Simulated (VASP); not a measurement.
```
V
1.0
   -1.50611     1.50611     1.50611
    1.50611    -1.50611     1.50611
    1.50611     1.50611    -1.50611
V
1
Cartesian
  0.00000   0.00000   0.00000
```

Level of theory: PBE GGA, VASP's PBE PAW potentials (set 64) (plane waves; VASP). Run with 420 eV cut-off, 27×27×27 Γ-centred mesh, first-order Methfessel-Paxton smearing of 0.10 eV, potentials V_sv.

Energy and stress use the plane-wave basis of the starting cell.

Problem. The ions, cell shape and volume are relaxed. What does this cell relax into?

Solution. 
```
V
1.0
   -1.49559     1.49559     1.49559
    1.49559    -1.49559     1.49559
    1.49559     1.49559    -1.49559
V
1
Direct
  0.00000   0.00000   0.00000
```
Space group Im-3m (229), at a tolerance of 0.03 Å.

Problem. How do energy and volume change from the first to the last step?

Solution. The energy (σ→0) changes by -3.5 meV/atom and the volume by -2.1 %, in 3 ionic steps.

| step | E(σ→0) (eV) | max force (eV/Å) | pressure (GPa) | volume (Å³) |
|---|---|---|---|---|
| 1 | -8.9889 | 0.000 | -3.86 | 13.67 |
| 2 | -8.9865 | 0.000 | 5.42 | 13.02 |
| 3 | -8.9924 | 0.000 | -0.02 | 13.38 |

The structure comes from a computed database's V entry; how it stands against other phases isn't given here. This run relaxes it. Symmetry was kept, so distortions that lower it aren't found. The run is one of a series of settings (EDIFF = 1E-09, EDIFFG = -0.005, ENCUT = 420, IBRION = 2, ISIF = 3, NSW = 50, KPOINTS 27×27×27 Γ-centred mesh against the base run), some of them coarse on purpose. The run is not spin-polarised, so no magnetic state was tried.
